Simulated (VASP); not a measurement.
Write the native input for VASP 6.6.1 that does the following.

```
Task                   : relaxation of cell and atoms
Functional             : PBEsol
Potentials or basis    : VASP PAW PBE potentials, release 64 (Bi_d, Se, Te)
Cutoff                 : 600 eV
k mesh                 : 4 × 4 × 4
Occupations            : gaussian, width 0.03 eV
Spin                   : no spin polarisation
Further INCAR settings : ALGO = Normal; EDIFF = 1e-06; IBRION = 2; EDIFFG = -0.01; NSW = 90; ISIF = 3
```

The structure of Bi6Te7Se2 lies in POSCAR:

```
Bi6Te7Se2
1.0
    6.4952563100     -3.7500379800      0.0000000000
    0.0000000000     -7.5000759500      0.0000000000
    2.1650854400     -1.2500126600    -10.0362685100
Bi Se Te
6 2 7
Direct
    0.0666666700      0.6666666700      0.8000000000
    0.7333333300      0.3333333300      0.8000000000
    0.4000000000      0.0000000000      0.8000000000
    0.2666666700      0.6666666700      0.2000000000
    0.9333333300      0.3333333300      0.2000000000
    0.6000000000      0.0000000000      0.2000000000
    0.6666666700      0.6666666700      0.0000000000
    0.8761666700      0.6666666700      0.3715000000
    0.3333333300      0.3333333300      0.0000000000
    0.0000000000      0.0000000000      0.0000000000
    0.5428333300      0.3333333300      0.3715000000
    0.2095000000      0.0000000000      0.3715000000
    0.4571666700      0.6666666700      0.6285000000
    0.1238333300      0.3333333300      0.6285000000
    0.7905000000      0.0000000000      0.6285000000
```

The cell was built by a generator and needn't be a form met in nature.

These files were run (other wordings do the same):

INCAR

```
SYSTEM = Bi6Te7Se2
ALGO = Normal
EDIFF = 1E-6
EDIFFG = -0.01
ENCUT = 600
GGA = PS
IBRION = 2
ISIF = 3
ISMEAR = 0
KPAR = 4
LASPH = .True.
LCHARG = .False.
LREAL = .False.
LWAVE = .False.
NELM = 80
NSW = 90
PREC = Accurate
SIGMA = 0.03
```

KPOINTS

```
k-points
0
Gamma
  4 4 4
  0 0 0
```

Potentials or basis: VASP PAW PBE potentials, release 64 (Bi_d, Se, Te).

The run is started by

```bash
$ cat potpaw_PBE.64/Bi_d/POTCAR potpaw_PBE.64/Se/POTCAR potpaw_PBE.64/Te/POTCAR > POTCAR
$ mpirun -np 4 vasp_std > vasp.out
```

It gave:

```json
{
 "Relaxed volume": "32.49 Å³/atom",
 "Relaxed cell": "a = 7.490 Å, b = 7.491 Å, c = 10.330 Å, α = 83.12°, β = 76.15°, γ = 60.00°",
 "Space group after relaxing (to 0.05 Å)": "Cm (No. 8)",
 "Energy gained by relaxing": "14.2 meV/atom",
 "Ionic steps": "25",
 "Pressure after relaxing": "0.0 GPa",
 "Largest force after relaxing": "0.007 eV/Å",
 "Band gap on the k mesh": "0.12 eV, direct"
}
```

Caveat: the PAW data sets were made with another functional, which shifts forces and pressure a little; spin-orbit coupling is left out, which as a rule narrows the gap of such compounds by several tenths of an eV.

Run time: 55 min on 4 MPI ranks on Intel(R) Xeon(R) 6975P-C (Granite Rapids), with other jobs on the host, peak memory 1.4 GiB a rank.
